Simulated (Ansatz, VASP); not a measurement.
# Cross-check of HfO2 between VASP and Ansatz, part 3 of 3

Aim: how closely do two programs agree when they are given the same cell, functional and k mesh? The cell is taken from a series of runs on this material, whose earlier steps may have relaxed, scaled, displaced or heated it; both programs get it as it stands.

VASP 6.6.1 and Ansatz 0.2.0.

So far: The structure; VASP: zone-centre phonons, LDA.

## (3) Ansatz: zone-centre phonons, LDA

Level of this step: Ansatz beside VASP: Kohn-Sham DFT, plane waves, LDA (Ansatz).

Ansatz runs on its PAW soft_1 files.

The same cell, functional (in two slightly different forms) and mesh now go to Ansatz, which takes its cutoff from its data sets.

input.yaml reads:

```yaml
crystal:
  lattice:
    - [5.0033686657, 0.0, 0.0106305139]
    - [0.0, 5.1396270806, 0.0]
    - [-0.8286204167, 0.0, 5.0846964415]
  atoms:
    - { symbol: O, position: [0.4443141681, 0.7598616924, 0.4838242042] }
    - { symbol: O, position: [0.5556858319, 0.2598616924, 0.0161757958] }
    - { symbol: O, position: [0.5556858319, 0.2401383076, 0.5161757958] }
    - { symbol: O, position: [0.4443141681, 0.7401383076, 0.9838242042] }
    - { symbol: O, position: [0.0792750218, 0.3527010563, 0.327553694] }
    - { symbol: O, position: [0.9207249782, 0.8527010563, 0.172446306] }
    - { symbol: O, position: [0.9207249782, 0.6472989437, 0.672446306] }
    - { symbol: O, position: [0.0792750218, 0.1472989437, 0.827553694] }
    - { symbol: Hf, position: [0.2781383826, 0.0419362753, 0.2088145388] }
    - { symbol: Hf, position: [0.7218616174, 0.5419362753, 0.2911854612] }
    - { symbol: Hf, position: [0.7218616174, 0.9580637247, 0.7911854612] }
    - { symbol: Hf, position: [0.2781383826, 0.4580637247, 0.7088145388] }
kpoints:
  mp_grid: { grid: [4, 4, 4] }
hamiltonian:
  xc: lda
  pseudopotentials: { kind: paw, azcp: { folder: soft_1 }, xc_functional: pbe }
scf:
  occupations: { method: fixed }
output:
  eigenvalues: true
phonons:
  method: dfpt
  dielectric: true
  rigid_motions: translations
```

Launch:

```console
ansatz run input.yaml --threads 8 --pin off --max-ram 20480MiB --backend cpu --events-out ev --progress --plain --runs-dir out
```

Numbers of over 12 decimals in the logs are rounded to 6 here.

The log of the run:

```text
Engine: ansatz 0.2.0, aarch64-unknown-linux-gnu
Pseudopotentials: kind: paw
Pseudopotential: O, paw, valence charge 6, recommended cutoff 420 eV (normal), soft_1/O.paw.azcp
Pseudopotential: Hf, paw, valence charge 26, recommended cutoff 420 eV (normal), soft_1/Hf.paw.azcp
Functional definition: SPW92
  exchange = slater_x
  correlation = pw_c
Crystal: 12 atoms, lattice volume = 130.801 Å³
Basis set: ecut = 420 eV, 2549 PW (Γ), exchange–correlation on 72×72×72 points (8 copies of the dense FFT grid, shifted against one another)
Bands: 92, of which v1, the nominal top of the filled ones, is band 76 counted from 1 (75 counted from 0)
Symmetry: 4 space group operations
k-points: 36 of 64 (irreducible under 1 space group operation, time reversal used)
Non-local potential: O, projectors of the file, l = 0: 2, l = 1: 2, l = 2: 1
Non-local potential: Hf, projectors of the file, l = 0: 3, l = 1: 2, l = 2: 2, l = 3: 3
PAW form: soft (Blöchl's): semilocal exchange-correlation on the pseudo side does not see the compensation charge
PAW frozen core: O, regenerated for the run's functional, and the local potential with it (the file was generated under x = pbe(κ = 0.804, μ = 0.219515), c = pbe(β = 0.066725))
PAW frozen core: Hf, regenerated for the run's functional, and the local potential with it (the file was generated under x = pbe(κ = 0.804, μ = 0.219515), c = pbe(β = 0.066725))
PAW one-centre angular grid: O, 110 points (default); XC on 64 Gauss nodes
PAW one-centre angular grid: Hf, 590 points (default); XC on 64 Gauss nodes
Initial density: superposition of atomic densities (chi_scale 0.1, normalization cell, long waves kept (reshape's long-wave potential 0.02 eV rms))
Initial wavefunctions: pseudopotential atomic-orbital guess
Functional: x = slater, c = lda
SCF iter   1: F=—  HF=-66378.668193 eV  |F-HF|=—  |Δ(HF+E_count)|=         —  Δρ=9.42e-2  dr2=9.88e0  ethr=3.10e-3  ⟨swp⟩=4.7  Hψ=9377  notcnv=0  defer=455
preconditioner: auto → Resta (q_TF=auto, 2.797 Å⁻¹)  ε∞=5.0  [insulator: Δε(μ)=3.091 eV  Ē_g=19.418 eV  n_scr=48 (ndim 8)  ℏωp=39.0 eV  f_vac=0.000  ε∞_Penn≈5.0]
SCF iter   2: F=—  HF=-66376.178491 eV  |F-HF|=—  |Δ(HF+E_count)|=    2.49e0  Δρ=4.25e-2  dr2=2.28e0  ethr=3.10e-3  ⟨swp⟩=2.4  Hψ=6651  notcnv=0  defer=429
SCF iter   3: F=—  HF=-66375.410033 eV  |F-HF|=—  |Δ(HF+E_count)|=   7.68e-1  Δρ=2.26e-2  dr2=6.91e-1  ethr=1.50e-3  ⟨swp⟩=2.0  Hψ=5132  notcnv=0  defer=497
SCF iter   4: F=—  HF=-66375.176887 eV  |F-HF|=—  |Δ(HF+E_count)|=   2.33e-1  Δρ=7.95e-3  dr2=5.98e-2  ethr=4.55e-4  ⟨swp⟩=2.9  Hψ=5842  notcnv=0  defer=501
SCF iter   5: F=—  HF=-66375.196476 eV  |F-HF|=—  |Δ(HF+E_count)|=   1.96e-2  Δρ=4.02e-3  dr2=2.08e-2  ethr=3.93e-5  ⟨swp⟩=2.0  Hψ=5494  notcnv=0  defer=503
SCF iter   6: F=—  HF=-66375.184715 eV  |F-HF|=—  |Δ(HF+E_count)|=   1.18e-2  Δρ=7.90e-4  dr2=7.46e-4  ethr=1.37e-5  ⟨swp⟩=2.0  Hψ=5762  notcnv=0  defer=504
SCF iter   7: F=—  HF=-66375.185778 eV  |F-HF|=—  |Δ(HF+E_count)|=   1.06e-3  Δρ=4.53e-4  dr2=2.28e-4  ethr=4.91e-7  ⟨swp⟩=2.0  Hψ=5786  notcnv=0  defer=497
SCF iter   8: F=—  HF=-66375.185735 eV  |F-HF|=—  |Δ(HF+E_count)|=   4.29e-5  Δρ=5.68e-5  dr2=4.43e-6  ethr=1.50e-7  ⟨swp⟩=2.0  Hψ=5680  notcnv=0  defer=358
SCF iter   9: F=—  HF=-66375.185745 eV  |F-HF|=—  |Δ(HF+E_count)|=   1.05e-5  Δρ=2.16e-5  dr2=5.81e-7  ethr=2.91e-9  ⟨swp⟩=2.0  Hψ=5191  notcnv=0  defer=358
SCF iter  10: F=—  HF=-66375.185745 eV  |F-HF|=—  |Δ(HF+E_count)|=   1.59e-8  Δρ=1.95e-5  dr2=3.69e-7  ethr=3.82e-10  ⟨swp⟩=2.0  Hψ=5171  notcnv=0  defer=358
SCF iter  11: F=—  HF=-66375.185745 eV  |F-HF|=—  |Δ(HF+E_count)|=   8.15e-8  Δρ=3.17e-6  dr2=1.08e-8  ethr=2.43e-10  ⟨swp⟩=2.0  Hψ=5114  notcnv=0  defer=358
SCF iter  12: F=—  HF=-66375.185745 eV  |F-HF|=—  |Δ(HF+E_count)|=   1.34e-9  Δρ=8.57e-7  dr2=7.34e-10  ethr=7.11e-12  ⟨swp⟩=2.3  Hψ=5716  notcnv=0  defer=358
SCF iter  13: F=—  HF=-66375.185745 eV  |F-HF|=—  |Δ(HF+E_count)|=  7.28e-11  Δρ=3.74e-7  dr2=1.83e-10  ethr=1.00e-12  ⟨swp⟩=15.8  Hψ=26192  notcnv=0
SCF iter  14: F=-66375.185745 eV  HF=-66375.185745 eV  |F-HF|=0.00e0  |Δ(HF+E_count)|=  4.37e-11  Δρ=1.27e-7  dr2=1.45e-11  ethr=1.00e-12  ⟨swp⟩=7.5  Hψ=19813  notcnv=0
SCF 1 converged in 14 iterations: F = -66375.185745 eV  dr2 = 1.45e-11
  greatest PAW one-centre occupation: 0.999 electrons in one spin orbital (limit 2), on the Hf atom at site 10 (counted from 0), in its partial waves of l = 3
NSCF: frozen V_eff on 2 k-points
NSCF: frozen V_eff on 30 k-points
[...]
--- Phonons (Γ-DFPT): 9 representative perturbations + reference (Σ response iterations 59) ---
  k mesh reduced under 1 symmetry operation, with k and −k counted as one. Each operation leaves every solved perturbation unchanged. A smaller set is not considered because the run solves the response to a homogeneous field
  ASR residual: 4.169e-5 → 0.000e0 eV/Å²; symmetrization residual: 3.156e-6 eV/Å²
  ASR residual per site (eV/Å²): 5.59e-6 5.59e-6 5.59e-6 5.59e-6 4.17e-5 4.17e-5 4.17e-5 4.17e-5 1.19e-5 1.19e-5 1.19e-5 1.19e-5
  Γ frequencies (cm⁻¹): 0.00 0.00 0.00 135.39 137.17 138.85 144.90 157.46 170.32 183.47 241.77 245.55 260.14 263.29 265.20 323.03 339.97 358.34 360.52 380.10 402.24 417.37 417.60 427.14 491.31 496.16 508.53 528.94 567.91 585.80 621.89 654.40 676.08 678.69 749.57 777.91
  ε∞ (high-frequency dielectric tensor):
        5.102332    -0.000000     0.164403
       -0.000000     5.164074    -0.000000
        0.164403    -0.000000     4.777841
  ε⁰ (static dielectric tensor: ions relaxed, cell fixed):
       19.543106    -0.000000     1.253647
       -0.000000    17.890479    -0.000000
        1.253647    -0.000000    14.140497
  ε⁰ − ε∞ (ionic part):
       14.440774    -0.000000     1.089244
       -0.000000    12.726405    -0.000000
        1.089244    -0.000000     9.362656
  softest optical mode at Γ: 135.39 cm⁻¹; the repairs (sum rule, projections) moved no ω² at Γ by more than (1.67 cm⁻¹)²
  Born effective charges Z* (e; rows j = field, columns β = displacement):
    site 0:
        -2.38289    0.07446   -0.01818
         0.13454   -2.79481    0.37114
        -0.06019    0.44126   -2.52849
    site 1:
        -2.38289   -0.07446   -0.01818
        -0.13454   -2.79481   -0.37114
        -0.06019   -0.44126   -2.52849
    site 2:
        -2.38289    0.07446   -0.01818
         0.13454   -2.79481    0.37114
        -0.06019    0.44126   -2.52849
    site 3:
        -2.38289   -0.07446   -0.01818
        -0.13454   -2.79481   -0.37114
        -0.06019   -0.44126   -2.52849
    site 4:
        -2.98175    1.03558   -0.23557
         1.30350   -2.62346   -0.62398
        -0.20092   -0.58679   -2.20022
    site 5:
[...]
site 6:
[...]
site 7:
[...]
site 8:
[...]
site 9:
[...]
site 10:
[...]
site 11:
[...]
Z* charge neutrality: 5.275e-3 e pre-enforcement
  solved inside a basis spanned on kpoints, on 6×6×6 k-points, taken by the longest dipole's decay: ε∞ is read to err by 1.4e-2, Z* by 1.4e-1 e (field_mesh: kpoints solves on kpoints); Z* is corrected for what the basis lacks
  optical modes at Γ without the LO–TO term, one row a degenerate level:
      ω (cm⁻¹)  modes    IR ((D/Å)²/amu)
[...]
optical modes at Γ + LO–TO along q̂ = [1.0000, 0.0000, 0.0000]:
      ω (cm⁻¹)  modes    IR ((D/Å)²/amu)
[...]
optical modes at Γ + LO–TO along q̂ = [0.0000, 1.0000, 0.0000]:
      ω (cm⁻¹)  modes    IR ((D/Å)²/amu)
[...]
optical modes at Γ + LO–TO along q̂ = [0.0000, 0.0000, 1.0000]:
      ω (cm⁻¹)  modes    IR ((D/Å)²/amu)
[...]
585.80      1             0.0000
        621.89      1            16.3281
        651.95      1            75.8624
        654.40      1             0.0000
        676.08      1             0.1096
        678.69      1             0.0000
        752.00      1            19.2100
        777.91      1             0.0000
```

In the SCF lines HF is the Harris–Foulkes energy and dr2 the Hartree energy of the density residual, in eV; the loop may stop once dr2 is under the threshold and the program's other checks hold. Hψ counts applications of the Hamiltonian.

## (4) Side by side

Known differences besides the potentials themselves: fixed occupations in Ansatz, narrow Gaussian smearing in VASP; the data sets hold 152 valence electrons in Ansatz (on its PAW soft_1 files) and 88 in VASP; the cutoff is 420 eV in Ansatz and 600 eV in VASP; VASP's log shows a relativistic correction to its local exchange, Ansatz's none. Total energies have different zeros and are not compared.

Both answers:

```
                                     quantity  Ansatz   VASP  difference
                                        ε∞ xx    5.10   5.04     +1.24 %
                                        ε∞ yy    5.16   5.10     +1.26 %
                                        ε∞ zz    4.78   4.72     +1.12 %
 Born charge of O1 (mean of the diagonal) (e)   -2.57  -2.56       -0.01
Born charge of Hf9 (mean of the diagonal) (e)    5.17   5.14       +0.03
                        optical mode 1 (cm⁻¹)   135.4  136.6     -0.90 %
                        optical mode 2 (cm⁻¹)   137.2  139.3     -1.55 %
                        optical mode 3 (cm⁻¹)   138.8  139.4     -0.41 %
                        optical mode 4 (cm⁻¹)   144.9  147.3     -1.65 %
                        optical mode 5 (cm⁻¹)   157.5  164.2     -4.10 %
                        optical mode 6 (cm⁻¹)   170.3  170.8     -0.28 %
                        optical mode 7 (cm⁻¹)   183.5  183.9     -0.23 %
                        optical mode 8 (cm⁻¹)   241.8  244.4     -1.09 %
                        optical mode 9 (cm⁻¹)   245.6  244.7     +0.34 %
                       optical mode 10 (cm⁻¹)   260.1  259.8     +0.13 %
                       optical mode 11 (cm⁻¹)   263.3  266.1     -1.07 %
                       optical mode 12 (cm⁻¹)   265.2  269.4     -1.54 %
                       optical mode 13 (cm⁻¹)   323.0  321.9     +0.35 %
                       optical mode 14 (cm⁻¹)   340.0  344.7     -1.37 %
                       optical mode 15 (cm⁻¹)   358.3  355.8     +0.73 %
                       optical mode 16 (cm⁻¹)   360.5  357.7     +0.79 %
                       optical mode 17 (cm⁻¹)   380.1  377.6     +0.67 %
                       optical mode 18 (cm⁻¹)   402.2  400.9     +0.33 %
                       optical mode 19 (cm⁻¹)   417.4  416.7     +0.17 %
                       optical mode 20 (cm⁻¹)   417.6  417.6     -0.01 %
                       optical mode 21 (cm⁻¹)   427.1  423.0     +0.97 %
```

Modes are paired by rising frequency, not by their patterns, so a pair may set unlike modes beside each other; they are those without the splitting of longitudinal modes.

## (5) Outcome

* r.m.s. difference of the optical zone-centre modes, each program's sorted by frequency (zone-centre phonons, LDA): 2.3 cm⁻¹
* difference in optical mode 5 (zone-centre phonons, LDA): -4.1 %

What this shows: The r.m.s. difference of the optical zone-centre modes, each program's sorted by frequency is 2.3 cm⁻¹ (zone-centre phonons, LDA). The data sets hold unlike numbers of valence electrons (152 in Ansatz and 88 in VASP), so part of the differences comes from the potentials. Among the rows given in per cent, the largest difference of the zone-centre phonons, LDA pair is in optical mode 5, -4.1 %. Such differences can come from data sets, numerical settings and the points named under the comparisons, not from the functional's error against experiment.

[Lines on the potential files, build, host, timing and source positions are cut from VASP's logs without a mark.]

[Logs are printed without paths, hosts, clocks, repeated set-up lines and the standing remarks that a program may print on its own settings, such as how far it seeks lower states.]

[Hosts, paths, dates, database ids (printed as entryN), source tags and the programs' standing remarks are cut or masked in the printed files.]
